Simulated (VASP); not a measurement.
Calculation: LDA (Ceperley-Alder, Perdew-Zunger), VASP's LDA PAW potentials (set 64) (plane waves; VASP).

VASP input:

INCAR:
```
ALGO  =  Normal
EDIFF  =  1E-7
ENCUT  =  400
ICHARG  =  11
ISMEAR  =  0
LASPH  =  T
LCHARG  =  F
LMAXMIX  =  4
LORBIT  =  11
LREAL  =  F
LWAVE  =  F
NELM  =  100
PREC  =  Accurate
SIGMA  =  0.05
SYSTEM  =  CuI
```

File POSCAR:
```
CuI
1.0
  0.0000000000   2.9305759412   2.9305759412
  2.9305759412   0.0000000000   2.9305759412
  2.9305759412   2.9305759412   0.0000000000
Cu I
1 1
Cart
  0.0000000000   0.0000000000   0.0000000000
  1.4652879706   1.4652879706   1.4652879706
```

### KPOINTS
```
k-points along high-symmetry lines
15
Line-mode
Reciprocal
  0.000000   0.000000   0.000000 ! GAMMA
 -0.500000  -0.500000   0.000000 ! X

 -0.500000  -0.500000   0.000000 ! X
 -0.375000  -0.375000   0.250000 ! U

 -0.375000  -0.000000   0.375000 ! K
  0.000000   0.000000   0.000000 ! GAMMA

  0.000000   0.000000   0.000000 ! GAMMA
 -0.000000  -0.000000   0.500000 ! L

 -0.000000  -0.000000   0.500000 ! L
 -0.500000  -0.250000   0.250000 ! W

 -0.500000  -0.250000   0.250000 ! W
 -0.500000  -0.500000   0.000000 ! X
```

POTCAR, in this order: Cu I (LDA.64 set). Program: vasp_std. Read from the step before: CHGCAR.

The resulting files:

OSZICAR:
```
       N       E                     dE             d eps       ncg     rms          rms(c)
DAV:   1     0.979581287215E+02    0.97958E+02   -0.69936E+03  2340   0.128E+03
DAV:   2     0.108130231685E+01   -0.96877E+02   -0.90893E+02  2385   0.252E+02
DAV:   3    -0.584192591543E+01   -0.69232E+01   -0.67242E+01  3203   0.758E+01
DAV:   4    -0.606169359920E+01   -0.21977E+00   -0.21967E+00  3016   0.125E+01
DAV:   5    -0.606762357879E+01   -0.59300E-02   -0.59299E-02  3316   0.207E+00
DAV:   6    -0.606777081741E+01   -0.14724E-03   -0.14724E-03  3159   0.309E-01
DAV:   7    -0.606777267912E+01   -0.18617E-05   -0.18617E-05  3331   0.310E-02
DAV:   8    -0.606777270854E+01   -0.29420E-07   -0.29413E-07  2910   0.376E-03
   1 F= -.60677727E+01 E0= -.60677727E+01  d E =-.138707E-11
```

File OUTCAR:
```
 val. band max:        5.3482236972   @ k =   0.0000   0.0000   0.0000

 cond. band min:       6.6327677588   @ k =   0.0000   0.0000   0.0000



 k-point     1 :       0.0000    0.0000    0.0000
  band No.  band energies     occupation
      1      -9.2185      2.00000
      2       1.2133      2.00000
      3       1.2133      2.00000
      4       1.2133      2.00000
      5       2.9670      2.00000
      6       2.9670      2.00000
      7       5.3482      2.00000
      8       5.3482      2.00000
      9       5.3482      2.00000
     10       6.6328      0.00000
     11      10.0962      0.00000
     12      10.0962      0.00000
     13      10.0962      0.00000

 k-point     2 :      -0.0357   -0.0357    0.0000
  band No.  band energies     occupation
      1      -9.2083      2.00000
      2       1.1843      2.00000
      3       1.2127      2.00000
      4       1.2127      2.00000
      5       2.9639      2.00000
      6       2.9684      2.00000
      7       5.2445      2.00000
      8       5.3106      2.00000
      9       5.3106      2.00000
     10       6.7784      0.00000
     11      10.0162      0.00000
     12      10.1550      0.00000
     13      10.1550      0.00000

 k-point     3 :      -0.0714   -0.0714    0.0000
  band No.  band energies     occupation
      1      -9.1777      2.00000
      2       1.0996      2.00000
      3       1.2109      2.00000
      4       1.2109      2.00000
      5       2.9539      2.00000
      6       2.9720      2.00000
      7       5.0213      2.00000
      8       5.2037      2.00000
      9       5.2037      2.00000
     10       7.1219      0.00000
     11       9.8067      0.00000
     12      10.3253      0.00000
     13      10.3253      0.00000

 k-point     4 :      -0.1071   -0.1071    0.0000
  band No.  band energies     occupation
      1      -9.1280      2.00000
      2       0.9650      2.00000
      3       1.2083      2.00000
      4       1.2083      2.00000
...
```

The density is held fixed in this step, so its total energy and stress have no physical meaning. Unless said otherwise, spin-orbit coupling is left out, though it shifts the bands of the heavy elements here.

The compound is CuI in the zinc blende structure. It was relaxed first, which changed the volume by -9 %.
